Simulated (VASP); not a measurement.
Consider the following.

```xyz
2
Lattice="0.0000 2.6294 2.6294 2.6294 0.0000 2.6294 2.6294 2.6294 0.0000" Properties=species:S:1:pos:R:3 pbc="T T T"
Mg     0.0000     0.0000     0.0000
S      2.6294     2.6294     2.6294
```

Level of theory: HSE06 screened hybrid, VASP's PBE PAW potentials (set 64) (plane waves; VASP). Run with 300 eV cut-off, 7×7×7 Γ-centred mesh shifted by (0.5, 0.5, 0.5), Gaussian smearing of 0.010 eV, potentials Mg S.

Question: Give the stress tensor in GPa (positive for a compressed cell).

Answer: 
```
-3.20   0.00   0.00
 0.00  -3.20   0.00
 0.00   0.00  -3.20
```
The pressure is its mean diagonal, -3.20 GPa.

The structure comes from a computed database's MgS entry; how it stands against other phases isn't given here. The cell was not relaxed at this level.
